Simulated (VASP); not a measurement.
All values below come from rev-vdW-DF2, VASP's PBE PAW potentials (set 64) (plane waves; VASP).

A VASP calculation is set up with these files.

KPOINTS:
```
kpoints
0
Gamma
  13 13 9
```

File POSCAR:
```
TiAl
1.0
  2.7549576269   0.0000000000   0.0000000000
  0.0000000000   2.7549576269   0.0000000000
  0.0000000000   0.0000000000   3.9639053090
Ti Al
1 1
Cart
  0.0000000000   0.0000000000   0.0000000000
  1.3774788135   1.3774788135   1.9819526545
```

**INCAR**
```
# general
SYSTEM    =  TiAl
PREC      =  Accurate
ENCUT     =  520
LREAL     =  F   # projection in real space or not
LASPH     =  T   # aspherical one-centre terms

# electronic loop
EDIFF     =  1E-7   # SCF stop (eV)
NELM      =  100   # most electronic steps
ALGO      =  Normal
LMAXMIX   =  4   # l cut-off of mixed one-centre charges

# smearing
ISMEAR    =  1   # Methfessel-Paxton
SIGMA     =  0.1   # width (eV)

# functional
GGA       =  MK
LUSE_VDW  =  T
AGGAC     =  0.0
PARAM1    =  0.1234568
PARAM2    =  0.7114
ZAB_VDW   =  -1.8867

# ions
IBRION    =  2   # conjugate gradients
NSW       =  30
ISIF      =  4
EDIFFG    =  -0.01

# output
LWAVE     =  F
LCHARG    =  F
```

POTCAR, in this order: Ti_sv Al (PBE.64 set). Program: vasp_std.

The run wrote:

### OUTCAR
```
 ion  position               nearest neighbor table
   1  0.000  0.000  0.000-   2 2.78   2 2.78   2 2.78   2 2.78   2 2.78   2 2.78   2 2.78   2 2.78
  LATTYP: Found a simple tetragonal cell.
 ALAT       =     2.7549576269
 C/A-ratio  =     1.4388262347
 Subroutine PRICEL returns:
 Original cell was already a primitive cell.
 Subroutine GETGRP returns: Found 16 space group operations
The static configuration has the point symmetry D_4h.
The dynamic configuration has the point symmetry D_4h.
 Subroutine INISYM returns: Found 16 space group operations
 Subroutine IBZKPT returns following result:
 Found    140 irreducible k-points:

 Following reciprocal coordinates:
            Coordinates               Weight
  0.000000  0.000000  0.000000      1.000000
  0.076923  0.000000  0.000000      4.000000
  0.153846  0.000000  0.000000      4.000000
  0.230769  0.000000  0.000000      4.000000
  0.307692  0.000000  0.000000      4.000000
  0.384615  0.000000  0.000000      4.000000
  0.461538  0.000000  0.000000      4.000000
  0.076923  0.076923  0.000000      4.000000
  0.153846  0.076923  0.000000      8.000000
  0.230769  0.076923  0.000000      8.000000
  0.307692  0.076923  0.000000      8.000000
  0.384615  0.076923  0.000000      8.000000
  0.461538  0.076923  0.000000      8.000000
  0.153846  0.153846  0.000000      4.000000
  0.230769  0.153846  0.000000      8.000000
  0.307692  0.153846  0.000000      8.000000
  0.384615  0.153846  0.000000      8.000000
  0.461538  0.153846  0.000000      8.000000
  0.230769  0.230769  0.000000      4.000000
  0.307692  0.230769  0.000000      8.000000
  0.384615  0.230769  0.000000      8.000000
  0.461538  0.230769  0.000000      8.000000
  0.307692  0.307692  0.000000      4.000000
  0.384615  0.307692  0.000000      8.000000
  0.461538  0.307692  0.000000      8.000000
  0.384615  0.384615  0.000000      4.000000
  0.461538  0.384615  0.000000      8.000000
  0.461538  0.461538  0.000000      4.000000
  0.000000  0.000000  0.111111      2.000000
  0.076923  0.000000  0.111111      8.000000
  0.153846  0.000000  0.111111      8.000000
  0.230769  0.000000  0.111111      8.000000
  0.307692  0.000000  0.111111      8.000000
  0.384615  0.000000  0.111111      8.000000
  0.461538  0.000000  0.111111      8.000000
  0.076923  0.076923  0.111111      8.000000
  0.153846  0.076923  0.111111     16.000000
  0.230769  0.076923  0.111111     16.000000
  0.307692  0.076923  0.111111     16.000000
  0.384615  0.076923  0.111111     16.000000
   k-points           NKPTS =    140   k-points in BZ     NKDIM =    140   number of bands    NBANDS=     11
   number of dos      NEDOS =    301   number of ions     NIONS =      2
   total plane-waves  NPLWV =  12000
   dimension x,y,z NGX =    20 NGY =   20 NGZ =   30
   dimension x,y,z NGXF=    40 NGYF=   40 NGZF=   60
   ions per type =               1   1
   PREC   = accura    normal or accurate (medium, high low for compatibility)
   ISTART =      0    job   : 0-new  1-cont  2-samecut
   ICHARG =      2    charge: 1-file 2-atom 10-const
   ISPIN  =      1    spin polarized calculation?
   LNONCOLLINEAR =      F non collinear calculations
   LSORBIT =      F    spin-orbit coupling
   INIWAV =      1    electr: 0-lowe 1-rand  2-diag
   ENCUT  =  520.0 eV  38.22 Ry    6.18 a.u.   5.12  5.12  7.37*2*pi/ulx,y,z
   NELM   =    100;   NELMIN=  2; NELMDL= -5     # of ELM steps
   EDIFF  = 0.1E-06   stopping-criterion for ELM
   LREAL  =      F    real-space projection
   NLSPLINE    = F    spline interpolate recip. space projectors
   LMAXMIX     =    4 max onsite mixed and CHGCAR
...
```

**OSZICAR**
```
       N       E                     dE             d eps       ncg     rms          rms(c)
DAV:   1     0.945378355830E+02    0.94538E+02   -0.75024E+03  3083   0.140E+03
DAV:   2    -0.428564919030E+01   -0.98823E+02   -0.95854E+02  3119   0.336E+02
DAV:   3    -0.990491342944E+01   -0.56193E+01   -0.53494E+01  4654   0.782E+01
DAV:   4    -0.101255314428E+02   -0.22062E+00   -0.21676E+00  3963   0.132E+01
DAV:   5    -0.101337083177E+02   -0.81769E-02   -0.81730E-02  4401   0.234E+00    0.104E+01
DAV:   6    -0.883485455323E+01    0.12989E+01   -0.11017E+01  3809   0.373E+01    0.335E+00
DAV:   7    -0.871166990079E+01    0.12318E+00   -0.99038E-01  3530   0.110E+01    0.213E+00
DAV:   8    -0.870480776690E+01    0.68621E-02   -0.13107E-01  3475   0.413E+00    0.477E-01
DAV:   9    -0.870390040508E+01    0.90736E-03   -0.24071E-02  3707   0.212E+00    0.227E-01
DAV:  10    -0.870404690960E+01   -0.14650E-03   -0.16846E-03  3769   0.473E-01    0.498E-02
DAV:  11    -0.870404117521E+01    0.57344E-05   -0.36186E-04  4131   0.217E-01    0.424E-02
DAV:  12    -0.870404068470E+01    0.49052E-06   -0.26075E-05  3477   0.562E-02    0.993E-03
DAV:  13    -0.870404011340E+01    0.57130E-06   -0.64463E-07  4025   0.912E-03    0.643E-03
DAV:  14    -0.870404019253E+01   -0.79127E-07   -0.68872E-07  3400   0.112E-02
   1 F= -.87040402E+01 E0= -.87037838E+01  d E =-.870404E+01
       N       E                     dE             d eps       ncg     rms          rms(c)
DAV:   1    -0.870408750317E+01   -0.47390E-04   -0.16211E-03  3206   0.678E-01    0.412E-02
DAV:   2    -0.870406090060E+01    0.26603E-04   -0.85404E-05  3186   0.102E-01    0.202E-02
DAV:   3    -0.870405400975E+01    0.68908E-05   -0.12073E-05  3621   0.475E-02    0.733E-03
DAV:   4    -0.870405322451E+01    0.78524E-06   -0.21122E-06  3690   0.167E-02    0.188E-03
DAV:   5    -0.870405316715E+01    0.57360E-07   -0.25079E-07  3222   0.579E-03
   2 F= -.87040532E+01 E0= -.87037892E+01  d E =-.129746E-04
```

File OUTCAR:
```
------------------------ aborting loop because EDIFF is reached ----------------------------------------
  FORCE on cell =-STRESS in cart. coord.  units (eV):
  Direction    XX          YY          ZZ          XY          YZ          ZX
  --------------------------------------------------------------------------------------
  Total        1.5142040      1.5142040      1.5364031      0.0000000      0.0000000      0.0000000
  in kB       80.6383901     80.6383901     81.8205939      0.0000000      0.0000000      0.0000000
  external PRESSURE =      81.0324580 kB  Pullay stress =       0.0000000 kB
  volume of cell :       30.09
      direct lattice vectors                 reciprocal lattice vectors
     2.754269181  0.000000000  0.000000000     0.363072719  0.000000000  0.000000000
     0.000000000  2.754269181  0.000000000     0.000000000  0.363072719  0.000000000
     0.000000000  0.000000000  3.965887160     0.000000000  0.000000000  0.252150392
 POSITION                                       TOTAL-FORCE (eV/Angst)
 -----------------------------------------------------------------------------------
      0.00000      0.00000      0.00000         0.000000      0.000000      0.000000
      1.37713      1.37713      1.98294         0.000000      0.000000      0.000000
 -----------------------------------------------------------------------------------
    total drift:                               -0.000000      0.000000     -0.000000
  FREE ENERGIE OF THE ION-ELECTRON SYSTEM (eV)
  ---------------------------------------------------
  free  energy   TOTEN  =        -8.7040531672 eV

  energy  without entropy=       -8.7032612775  energy(sigma->0) =       -8.70378920

 reached required accuracy - stopping structural energy minimisation
```
(Selected blocks of OUTCAR.)

**CONTCAR**
```
TiAl
   1.00000000000000
     2.7542691811253315    0.0000000000000000    0.0000000000000000
     0.0000000000000000    2.7542691811253315    0.0000000000000000
     0.0000000000000000    0.0000000000000000    3.9658871595296441
  Ti              Al
     1     1
Direct
     0.0000000000000000    0.0000000000000000    0.0000000000000000
     0.5000000000000000    0.5000000000000000    0.5000000000000000
```

The compound is TiAl in the L1_0 structure. This cell is one point of a volume scan, at 0.94 of the reference volume. Symmetry was kept, so distortions that lower it aren't found. The electron count is odd and the run is not spin-polarised, which forces a metal.
